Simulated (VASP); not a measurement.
Computed with PBEsol GGA, VASP's PBE PAW potentials (set 64) (plane waves; VASP 6.6.1).

The input files of a VASP run:

**POSCAR**
```
Tl
1.0
  1.7179779385  -2.9756251765   0.0000000000
  1.7179779385   2.9756251765   0.0000000000
  0.0000000000   0.0000000000   5.5623181137
Tl
2
Cart
  1.7179779385   0.9918770426   1.3905795284
  1.7179779385  -0.9918770426   4.1717385853
```

### INCAR
```
ALGO=Normal
EDIFF=1E-8
EDIFFG=-0.001
ENCUT=400
GGA=PS
IBRION=1
ISIF=2
ISMEAR=1
LASPH=.True.
LCHARG=.False.
LMAXMIX=4
LREAL=.False.
LWAVE=.False.
NELM=100
NSW=30
PREC=Accurate
SIGMA=0.1
SYSTEM=Tl
```

**KPOINTS**
```
Automatic mesh
0
Gamma
11 11 6
0 0 0
```

POTCAR, in this order: Tl_d (PBE.64 set). Program: vasp_std.

Unless said otherwise, spin-orbit coupling is left out, though it shifts the bands of the heavy elements here.

**Question.** Estimate the energy per atom (σ→0), band gap (on the k-mesh).

**Answer.** 
```yaml
energy per atom (σ→0): -2.634 eV/atom
band gap (on the k-mesh): none (metal, semimetal or under 0.01 eV)
```

### OSZICAR
```
...
DAV:   7    -0.526816794073E+01    0.11148E-01   -0.47782E-02  2296   0.185E+00    0.845E-01
DAV:   8    -0.526729338805E+01    0.87455E-03   -0.28081E-03  2301   0.445E-01    0.484E-02
DAV:   9    -0.526729486701E+01   -0.14790E-05   -0.13695E-05  2606   0.355E-02    0.102E-02
DAV:  10    -0.526729724451E+01   -0.23775E-05   -0.28009E-06  2316   0.161E-02    0.112E-03
DAV:  11    -0.526729731617E+01   -0.71655E-07   -0.24393E-07  2449   0.395E-03    0.430E-04
DAV:  12    -0.526729732661E+01   -0.10442E-07   -0.11216E-08  1310   0.999E-04    0.862E-05
DAV:  13    -0.526729732887E+01   -0.22587E-08   -0.52704E-10  1203   0.188E-04
   1 F= -.52672973E+01 E0= -.52673157E+01  d E =-.526730E+01
```

The compound is Tl in the hcp structure. It was relaxed first. The start is the result of an earlier pass.
